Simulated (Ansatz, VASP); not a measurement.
## C (C (Fd-3m)): VASP beside Ansatz

One calculation is typed for both programs; each brings its own data sets. How far apart do they land? The cell is taken from a series of runs on this material, whose earlier steps may have relaxed, scaled, displaced or heated it; both programs get it as it stands.

Program: Ansatz 0.2.0. Level of theory: plane waves, with VASP 6.6.1 beside it; single point at HSE06. Results are calculated unless marked as measured.

### 1. The starting structure

The structure is cubic, space group Fd-3m (No. 227). Conventional cell: a = 3.554 Å, b = 3.554 Å, c = 3.554 Å, α = 90.00°, β = 90.00°, γ = 90.00°. Nearest to C lie 4 C at 1.54 Å. That group holds within 0.01 Å; judged at 0.001 Å it is R-3m (No. 166).

### 2. Ansatz: single point, HSE06

Ansatz runs on its PAW soft_1 files.

A single point gives forces, pressure and levels at one fixed geometry, so differences don't come from the geometry; what else differs is listed under the comparison.

File input.yaml:

```yaml
crystal:
  lattice:
    - [0.0, 1.77688097, 1.77688097]
    - [1.77688097, 0.0, 1.77688097]
    - [1.77688097, 1.77688097, 0.0]
  atoms:
    - { symbol: C, position: [0.2501366481579, 0.2501366481579, 0.2501366481579] }
    - { symbol: C, position: [0.9998633518421, 0.9998633518421, 0.9998633518421] }
basis:
  ecutwfc: 420.0
  ecutrho_ratio: 4
  xc_grid: 2
  fft_grid_basis: typed
  precision: f64
kpoints:
  mp_grid: { grid: [4, 4, 4] }
  band_path: { path: [VBM, CBM], npoints: 1 }
hamiltonian:
  xc: hse06
  pseudopotentials: { kind: paw, azcp: { folder: soft_1, C: "soft_1/C.paw.azcp" } }
scf:
  max_iter: 80
  occupations: { method: fixed }
checkpoint:
  write: "../host.kg.run"
  compress: false
  write_wavefunctions: true
  write_every: 100000
```

The run is started by

```bash
> ansatz run input.yaml --threads 32 --pin off --max-ram 84787MiB --backend cuda --events-out ev --progress --plain --runs-dir out --max-vram 78GiB
```

Numbers of over 12 decimals in the logs are rounded to 6 here.

The program printed:

```text
exact exchange: scf.exx.singularity resolves to wigner_seitz, which cuts the screened interaction at the faces of the exchange supercell's Wigner-Seitz cell, so that each pair interacts once, at the shortest of its separations (the periodic images that this leaves out come, for a point-like exchange hole, to about 0.013 eV on a filled level). The cut falls within the interaction's reach, and what an exchange supercel
Engine: ansatz 0.2.0, aarch64-unknown-linux-gnu
Pseudopotentials: kind: paw
Pseudopotential: C, paw, valence charge 4, recommended cutoff 420 eV (normal), soft_1/C.paw.azcp
Functional definition: HSE06
  parameter a = 0.25
  parameter omega = 0.11/bohr
  exchange = pbe_x - a*pbe_x_sr(omega) + a*exact_x_sr(omega)
  correlation = pbe_c
davidson cushion auto → on  (no smearing: the cushion is to keep the highest requested band from converging to the state above it; pin scf.eigensolver.cushion to override)
[...]
Crystal: 2 atoms, lattice volume = 11.220 Å³
Basis set: ecut = 420 eV, 229 PW (Γ), exchange–correlation on 36×36×36 points (8 copies of the dense FFT grid, shifted against one another)
Bands: 8, of which v1, the nominal top of the filled ones, is band 4 counted from 1 (3 counted from 0)
Symmetry: 12 space group operations
Space group: R-3m (ITA 166), of the structure as read, at distance tolerance 2.2e-5 Å
k-points: 13 of 64
Non-local potential: C, projectors of the file, l = 0: 2, l = 1: 2, l = 2: 1
PAW form: soft (Blöchl's): semilocal exchange-correlation on the pseudo side does not see the compensation charge
PAW frozen core: C, regenerated for the run's functional, and the local potential with it (the file was generated under x = pbe(κ = 0.804, μ = 0.219515), c = pbe(β = 0.066725))
PAW one-centre angular grid: C, 110 points (default); XC on 64 Gauss nodes
Initial density: superposition of atomic densities (chi_scale 0.1, normalization cell)
Initial wavefunctions: pseudopotential atomic-orbital guess
[...]
Functional: x = pbe(κ = 0.804, μ = 0.219515), c = pbe(β = 0.066725), warm-up for x = pbe(κ = 0.804, μ = 0.219515) + 0.25 (exact − pbe) at short range (hse, ω = 0.207870 Å⁻¹), c = pbe(β = 0.066725); HSE06 as pw.x's `hse` composes it (authors' and Libxc's form: `xc: wpbeh`)
SCF iter   1: F=—  HF=-502.071807 eV  |Δ(HF+E_count)|=         —  Δρ=1.44e-1  dr2=1.64e0  Hψ=373
preconditioner: auto → none  [insulator: Δε(μ)=5.008 eV  Ē_g=19.717 eV  n_scr=0 (ndim 8)  ℏωp=31.4 eV  f_vac=0.000]
SCF iter   2: F=—  HF=-501.534634 eV  |Δ(HF+E_count)|=   5.37e-1  Δρ=5.78e-2  dr2=2.33e-1  Hψ=260
[...]
SCF iter   3: F=-501.478840 eV  HF=-501.478236 eV  |Δ(HF+E_count)|=   5.64e-2  Δρ=5.63e-3  dr2=1.15e-3  Hψ=588
eigensolver tolerance schedule: the retry pair's looser diagonalisation over-reported the residual by 0.11 of it (diagonalisation noise at 0.11 of the residual, at the tolerance the schedule requests for it); recorded, not acted on — ethr = c·dr2/N_el stays at c = 1.0e-1
SCF 1 stopped early in 3 iterations: F = -501.478840 eV  dr2 = 1.15e-3
  greatest PAW one-centre occupation: 0.644 electrons in one spin orbital (limit 2), on the C atom at site 1 (counted from 0), in its partial waves of l = 0
[...]
Exchange kernel: α = 0.2500, screened, ω = 0.2079 Å⁻¹, Wigner–Seitz truncation, v(0) = 860.9599 eV·Å³, q-mesh 4×4×4, nearest image of the exchange supercell L = 10.05 Å, pair-density grid 12×12×12, without the augmentation charges, whose exchange is taken in its separable form by FFT convolution over the k-point mesh (sized by the pseudopotential files, 15×15×15 at the most), smooth part of the exact exchange by dens
Frozen-core exchange: fock
SCF iter   1: F=—  HF=-501.637395 eV  |Δ(HF+E_count)|=         —  Δρ=1.51e-2  dr2=9.26e-3  Hψ=437
preconditioner: auto → none  [insulator: Δε(μ)=5.649 eV  Ē_g=22.283 eV  n_scr=0 (ndim 8)  ℏωp=31.4 eV  f_vac=0.000]
SCF iter   2: F=—  HF=-501.634527 eV  |Δ(HF+E_count)|=   2.87e-3  Δρ=7.03e-3  dr2=1.75e-3  Hψ=260
[...]
SCF iter   4: F=-501.635947 eV  HF=-501.635947 eV  |Δ(HF+E_count)|=   1.79e-5  Δρ=1.35e-4  dr2=1.61e-6  Hψ=260
SCF 2 stopped early in 4 iterations: F = -501.635947 eV  dr2 = 1.61e-6
  greatest PAW one-centre occupation: 0.647 electrons in one spin orbital (limit 2), on the C atom at site 1 (counted from 0), in its partial waves of l = 0
hybrid outer 1: dexx = +1.971e-3 eV, tail = 1.18e-5 eV
[...]
Exchange kernel: α = 0.2500, screened, ω = 0.2079 Å⁻¹, Wigner–Seitz truncation, v(0) = 860.9599 eV·Å³, q-mesh 4×4×4, nearest image of the exchange supercell L = 10.05 Å, pair-density grid 12×12×12, without the augmentation charges, whose exchange is taken in its separable form by FFT convolution over the k-point mesh (sized by the pseudopotential files, 15×15×15 at the most), smooth part of the exact exchange by dens
Frozen-core exchange: fock
SCF iter   1: F=—  HF=-501.635973 eV  |Δ(HF+E_count)|=         —  Δρ=8.69e-5  dr2=3.14e-7  Hψ=266
[...]
iter 2 solved again at ethr=6.14e-11 eV; its pass at ethr=2.98e-9 eV (dr2=4.91e-9 eV) is discarded
SCF iter   2: F=-501.635973 eV  HF=-501.635973 eV  |Δ(HF+E_count)|=   4.79e-8  Δρ=1.65e-5  dr2=9.99e-9  Hψ=598
SCF 3 converged in 2 iterations: F = -501.635973 eV  dr2 = 9.99e-9
hybrid outer 2: dexx = +1.018e-7 eV, tail = 2.65e-8 eV, Δε = 2.00e-3 eV (about 1.19e-4 eV left of the loop's levels)
[...]
NSCF: frozen V_eff on 32 k-points, pencils in batches of 32, up to order 40
[...]
NSCF: frozen V_eff on 32 k-points, pencils in batches of 32, up to order 40
[...]
NSCF: frozen V_eff on 32 k-points, pencils in batches of 32, up to order 40
[...]
NSCF: frozen V_eff on 32 k-points, pencils in batches of 32, up to order 40
[...]
NSCF: frozen V_eff on 6 k-points
[...]
NSCF: frozen V_eff on 13 k-points
[...]
NSCF: frozen V_eff on 8 k-points
[...]
NSCF: frozen V_eff on 13 k-points
[...]
NSCF: frozen V_eff on 13 k-points
[...]
NSCF: frozen V_eff on 8 k-points
[...]
NSCF: frozen V_eff on 13 k-points
[...]
NSCF: frozen V_eff on 5 k-points
[...]
NSCF: frozen V_eff on 10 k-points
[...]
NSCF: frozen V_eff on 10 k-points
[...]
NSCF: frozen V_eff on 11 k-points
[...]
NSCF: frozen V_eff on 4 k-points
[...]
NSCF: frozen V_eff on 2 k-points
hybrid SCF converged: 2 outer / 6 inner (+3 warm-up), last move |dexx| = 1.02e-7 eV, tail = 2.65e-8 eV
Stability not checked: this state was not tested for a lower state beside it, because the functional holds exact exchange (a hybrid, or Hartree-Fock), whose exchange loop this test does not read (fock_operator; see scf.lower_state_search)
Free energy (F): -501.635973 eV
Frozen-core exchange: fock
Harris-Foulkes:  -501.635973 eV  (|F-HF|=6.88e-9)
Internal energy: -501.635973 eV  (E = F + TS)
E sigma→0 (E₀):  -501.635973 eV
Fermi energy:    12.953195 eV
--- Per-component energies (eV) ---
  E_band       = 24.362812
  E_kinetic    = 180.835339
  E_local      = -108.544916  (includes V_loc(G=0)·N_el)
  E_nonlocal   = 44.737104
  E_hartree    = 26.224399
  E_xc         = -77.510822
  E_vxc        = -94.762677  (∫ρ·V_xc dr)
  E_exx        = -18.382742  (= α·E_x^exact, valence–valence)
  E_paw        = -199.727971  (= ΣΔE_a)
  E_vpaw       = -13.585640  (= ΣTr[D̂ρ^β])
  E_aug_tail   = 0.000043  (compensation charges beyond the density's cutoff)
  E_ewald      = -349.231970
  E_core_change = -0.034436  (= ΣΔE_core)
  E_smearing   = -0.000000  (= −TS)
  E_closure    = 0.000000  (closes the sum)
  Σ components = -501.635973   (vs F -501.635973, Δ=0.00e0)
--- Band table (eV; the first three rows and the last of 13) ---
  k-point 0: bands = ["-10.7467", "12.9031", "12.9031", "12.9532", "19.9478", "19.9901"]
  k-point 1: bands = ["-8.8738", "5.6827", "11.0033", "11.0396", "22.3304", "22.3766"]
  k-point 2: bands = ["-4.4534", "-1.8079", "9.8134", "9.8485", "23.0032", "23.0595"]
  k-point 12: bands = ["-4.4610", "-1.7906", "9.8255", "9.8255", "23.0226", "23.0226"]
  guard bands above this table: 2 of the run's 8 bands. The solve was not asked for them (output.publish_guard_bands: true or output.eigenvalues: true publishes all)
```

### 3. VASP: single point, HSE06

The same cell, functional and mesh now go to VASP, with its own data sets.

Lines of VASP's logs that name or quote its potential files are left out, and so is its time.

The run reads the wave functions of an earlier VASP run, which isn't shown here.

File INCAR:

```
SYSTEM = C
PREC = Accurate
ENCUT = 520
EDIFF = 1E-06
NELM = 100
ISMEAR = 0
SIGMA = 0.01
LREAL = .FALSE.
ALGO = Normal
LHFCALC = .TRUE.
AEXX = 0.25
GGA = PE
HFSCREEN = 0.208
LASPH = .TRUE.
NBANDS = 10
PRECFOCK = Fast
LORBIT = 11
LWAVE = .FALSE.
LCHARG = .FALSE.
ISIF = 2
```

File POSCAR:

```
C
1.0
    0.0000000000      1.7768809700      1.7768809700
    1.7768809700      0.0000000000      1.7768809700
    1.7768809700      1.7768809700      0.0000000000
C
2
Direct
    0.2501400000      0.2501400000      0.2501400000
    0.9998600000      0.9998600000      0.9998600000
```

File KPOINTS:

```
Automatic mesh
0
Gamma
4 4 4
0 0 0
```

Potentials, in the order of the species: C (PBE family, release 64).

The run is started by

```bash
> export OMP_NUM_THREADS=6
> mpirun -np 1 vasp_std
```

The program printed:

```text
[banner, memory and clock lines left out]
running    1 mpi-ranks, on    1 nodes
 distrk:  each k-point on    1 cores,    1 groups
 distr:  one band on    1 cores,    1 groups
 Offloading initialized ...    1 GPUs detected
 POSCAR found type information on POSCAR C
 POSCAR found :  1 types and       2 ions
 LDA part: xc-table for (Slater+PW92), standard interpolation
 found WAVECAR, reading the header
 POSCAR, INCAR and KPOINTS ok, starting setup
 FFT: planning ... GRIDC
 FFT: planning ... GRID_SOFT
 FFT: planning ... GRID
 reading WAVECAR
 the WAVECAR file was read successfully
 initial charge from wavefunction
 entering main loop
       N       E                     dE             d eps       ncg     rms          rms(c)
DAV:   1    -0.209316089906E+02   -0.20932E+02   -0.28036E-01   260   0.415E+00    0.725E-01
DAV:   2    -0.209319090723E+02   -0.30008E-03   -0.13298E-03   270   0.311E-01    0.452E-01
DAV:   3    -0.209313483009E+02    0.56077E-03   -0.35802E-04   266   0.156E-01    0.243E-01
DAV:   4    -0.209311972707E+02    0.15103E-03   -0.10979E-04   264   0.899E-02    0.132E-01
DAV:   5    -0.209311558867E+02    0.41384E-04   -0.27007E-05   264   0.450E-02    0.708E-02
DAV:   6    -0.209311438563E+02    0.12030E-04   -0.66157E-06   268   0.228E-02    0.379E-02
DAV:   7    -0.209311403878E+02    0.34685E-05   -0.16334E-06   230   0.116E-02    0.205E-02
DAV:   8    -0.209311393795E+02    0.10083E-05   -0.41012E-07   136   0.606E-03    0.113E-02
DAV:   9    -0.209311391172E+02    0.26225E-06   -0.13640E-07   136   0.380E-03
   1 F= -.20931139E+02 E0= -.20931139E+02  d E =-.120257E-69
```

Parts of OUTCAR (step 3):

```text
ion  position               nearest neighbor table
   1  0.250  0.250  0.250-   2 1.54   2 1.54   2 1.54   2 1.54
   2  1.000  1.000  1.000-   1 1.54   1 1.54   1 1.54   1 1.54

  LATTYP: Found a face centered cubic cell.
 ALAT       =     3.5537619400

 Subroutine GETGRP returns: Found 12 space group operations
 (whereof  6 operations were pure point group operations)

The static configuration has the point symmetry C_3v.
 The point group associated with its full space group is D_3d.

 Found     13 irreducible k-points:

   k-points           NKPTS =     13   k-points in BZ     NKDIM =     64   number of bands    NBANDS=     10

   dimension x,y,z NGX =    20 NGY =   20 NGZ =   20
   dimension x,y,z NGXF=    40 NGYF=   40 NGZF=   40

   ENCUT  =  520.0 eV  38.22 Ry    6.18 a.u.   4.67  4.67  4.67*2*pi/ulx,y,z

   NELECT =       8.0000    total number of electrons

 k-points in reciprocal lattice and weights: Automatic mesh
   0.00000000  0.00000000  0.00000000       0.016
   0.25000000  0.00000000  0.00000000       0.094
   0.25000000  0.25000000  0.25000000       0.031
   0.50000000  0.00000000  0.00000000       0.047
   0.50000000  0.50000000  0.50000000       0.016
   0.25000000  0.25000000  0.00000000       0.094
   0.50000000  0.25000000  0.00000000       0.188
   0.25000000  0.25000000 -0.25000000       0.094
   0.50000000  0.25000000  0.50000000       0.094
  -0.25000000  0.25000000  0.00000000       0.094
   0.25000000  0.25000000  0.50000000       0.094
   0.50000000  0.50000000  0.00000000       0.047
  -0.25000000  0.50000000  0.25000000       0.094

  exchange ACFDT corr.  =         0.00000000  see jH, gK, PRB 81, 115126

 average (electrostatic) potential at core
       1 -41.4300       2 -41.4300

 E-fermi :   9.4107

 k-point     1 :       0.0000    0.0000    0.0000
  band No.  band energies     occupation
      1     -14.3972      2.00000
      2       9.2364      2.00000
      3       9.2364      2.00000
      4       9.2875      2.00000
      5      16.2965      0.00000
      6      16.3397      0.00000
      7      16.3397      0.00000
      8      24.8434      0.00000
      9      30.2874      0.00000
    ...

 k-point     2 :       0.2500    0.0000    0.0000
  band No.  band energies     occupation
      1     -12.5257      2.00000
      2       2.0255      2.00000
      3       7.3416      2.00000
      4       7.3787      2.00000
      5      18.6779      0.00000
      6      18.7251      0.00000
      7      19.0438      0.00000
      8      26.1411      0.00000
      9      31.9097      0.00000
    ...

 k-point     3 :       0.2500    0.2500    0.2500
  band No.  band energies     occupation
      1     -12.5258      2.00000
      2       2.0415      2.00000
      3       7.3499      2.00000
      4       7.3499      2.00000
      5      18.7014      0.00000
      6      18.7014      0.00000
      7      19.0350      0.00000
      8      26.1297      0.00000
      9      31.9252      0.00000
    ...

  Total       -0.1029073     -0.1029073     -0.1029073     -0.0040397     -0.0040397     -0.0040397
  in kB      -14.6943981    -14.6943981    -14.6943981     -0.5768441     -0.5768441     -0.5768441
  external PRESSURE =     -14.6943981 kB  Pullay stress =       0.0000000 kB

  energy-cutoff  :      520.00
  volume of cell :       11.22
      direct lattice vectors                 reciprocal lattice vectors
     0.000000000  1.776880970  1.776880970    -0.281391949  0.281391949  0.281391949
     1.776880970  0.000000000  1.776880970     0.281391949 -0.281391949  0.281391949
     1.776880970  1.776880970  0.000000000     0.281391949  0.281391949 -0.281391949

 POSITION                                       TOTAL-FORCE (eV/Angst)
 -----------------------------------------------------------------------------------
      0.88894      0.88894      0.88894        -0.042472     -0.042472     -0.042472
      3.55326      3.55326      3.55326         0.042472      0.042472      0.042472
 -----------------------------------------------------------------------------------
    total drift:                                0.000000      0.000000      0.000001

  FREE ENERGIE OF THE ION-ELECTRON SYSTEM (eV)
  ---------------------------------------------------
  free  energy   TOTEN  =       -20.9311391172 eV

  energy  without entropy=      -20.9311391172  energy(sigma->0) =      -20.93113912

 total charge
# of ion       s       p       d       tot
------------------------------------------
    1        0.830   1.764   0.000   2.594
    2        0.830   1.764   0.000   2.594
--------------------------------------------------
tot          1.659   3.529   0.000   5.188

[... 3 further parts left out ...]
```

The k-mesh is coarse for exact exchange; levels may shift by about 0.1 eV on a finer one.

### 4. Differences

Known differences besides the potentials themselves: exact exchange at q = 0 is treated differently, which shows on coarse meshes; VASP keeps PBE cores, Ansatz makes them for the functional; fixed occupations in Ansatz, narrow Gaussian smearing in VASP; the cutoff is 420 eV in Ansatz and 520 eV in VASP; VASP takes a coarser grid for exact exchange (PRECFOCK = Fast). Total energies have different zeros and are not compared.

Compared:

| quantity | Ansatz | VASP | difference |
| --- | --- | --- | --- |
| gap on the k mesh (eV) | 5.705 | 5.715 | -0.010 |

A gap on the mesh is an upper bound, since the band edges may lie between its points.

### 5. What came out

```json
{
  "difference in gap on the k mesh (single point, HSE06)": "-0.010 eV"
}
```

In words: The difference in gap on the k mesh is -0.010 eV (single point, HSE06), within the 0.08 eV picked in this series as the mark of a large difference. How closely two codes agree says nothing of how well the functional describes the real material.

[Lines on the potential files, build, host, timing and source positions are cut from VASP's logs without a mark.]

[Logs are printed without paths, hosts, clocks, repeated set-up lines and the standing remarks that a program may print on its own settings, such as how far it seeks lower states.]

[Hosts, paths, dates, database ids (printed as entryN), source tags and the programs' standing remarks are cut or masked in the printed files.]
